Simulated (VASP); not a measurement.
**NaF: band gap against strain**

NaF (rock salt, Fm-3m, 12.913 Å³/atom and stress up to 0.03 GPa in the relaxed cell, cube axes along x, y and z) under an equal strain ε along all three axes. PBE in VASP (plane waves, PAW), 600 eV, 12×12×12 Γ-centred mesh, Gaussian smearing 0.05 eV; ions are relaxed, or left where forces stay under 0.02 eV/Å, within the symmetry of each cell. Gaps are the smallest on the run's k-mesh, which can miss an edge that lies off it, without spin-orbit coupling; in all rows the valence edge lies at Γ and the conduction edge at Γ.

Here s stands for strain and Eg for gap.

```
strain (%)  gap (eV)
----------  --------
-3.00              ?
-1.50          6.345
-1.00          6.263
-0.50          6.183
0.00           6.104
0.50           6.028
1.00           5.953
1.50           5.880
```

The 7 complete rows are fitted with a straight line, Eg against s. Means: s 0, Eg 6.1080. About the means, the sum of products is -1.0850 and the sum of squares of s is 7.0000; the slope is their ratio. Least squares gives Eg = 6.1080 - 0.15500·s. Residuals (row less fit): 0.0045, 0.0000, -0.0025, -0.0040, -0.0025, 0.0000, 0.0045; standard error 0.0037 (degrees of freedom: 5). Over these rows the gap moves by -15.5 ± 0.1 eV per unit strain, or -5.2 eV per unit of ln V.

**Question.** Estimate the missing Eg (s = -3.00); what did the run itself give?

**Answer.** Eg = 6.1080 - 0.15500 × (-3.0) = 6.5730 eV. The calculation gives 6.603 eV, 0.0300 eV above the prediction (4.1 % of the range of Eg in the table). The row lies outside the fitted rows, so this is an extrapolation. From the scatter of the fitted rows alone, a prediction at this place has a standard error of 0.0058 eV, so the miss is 5.2 times that.

A polynomial of degree 2 through the 12 other runs of the series gives 6.603 there, so most of the miss is curvature that the fit leaves out. Other structures, which can take over under pressure, weren't tried. Rows are the converged runs of the series near zero and its far end, less any whose ions stayed unrelaxed beside relaxed ones; series whose fitted rows scatter by over a few per cent of the range, as at a crossing or softening among them, aren't shown in this form. Most that stay on the fit to the last digits aren't either.
